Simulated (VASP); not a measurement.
```xyz
4
Lattice="1.2085 -2.0932 0.0000 1.2085 2.0932 0.0000 0.0000 0.0000 7.7653" Properties=species:S:1:pos:R:3 pbc="T T T"
C      1.2085    -2.0932     1.9413
C      1.2085     2.0932     5.8240
C      1.2085     0.6977     1.9413
C      1.2085    -0.6977     5.8240
```

These are PBE GGA, VASP's PBE PAW potentials (set 64) (plane waves; VASP 6.6.1) values and carry that method's errors. Numerical set-up: 520 eV cut-off, 10×10×3 Γ-centred mesh, Gaussian smearing of 0.050 eV, potentials C.

Without a dispersion term in the relaxation, distances and binding between the weakly bound layers, chains or molecules are unreliable, and so is what depends on them.

Problem. The ions and cell shape at fixed volume are relaxed. What does this cell relax into?

Solution. 
```xyz
4
Lattice="1.2329 -2.1354 0.0000 1.2329 2.1354 0.0000 0.0000 0.0000 7.4611" Properties=species:S:1:pos:R:3 pbc="T T T"
C      0.0000     0.0000     1.8653
C      0.0000     0.0000     5.5958
C      1.2329     0.7118     1.8653
C      1.2329    -0.7118     5.5958
```
Space group P6_3/mmc (194), at a tolerance of 0.03 Å.

Problem. How much energy does the relaxation gain?

Solution. The energy (σ→0) changes by -28.7 meV/atom, in 3 ionic steps.

```
step  E(σ→0) (eV)  max force (eV/Å)  pressure (GPa)  volume (Å³)
----  -----------  ----------------  --------------  -----------
1        -36.7873             0.000           16.27        39.29
2        -36.8980             0.000           -1.89        39.29
3        -36.9020             0.000            0.84        39.29
```

The compound is C in the graphite structure. This cell is one point of a volume scan, at 0.94 of the reference volume. Symmetry was kept, so distortions that lower it aren't found.
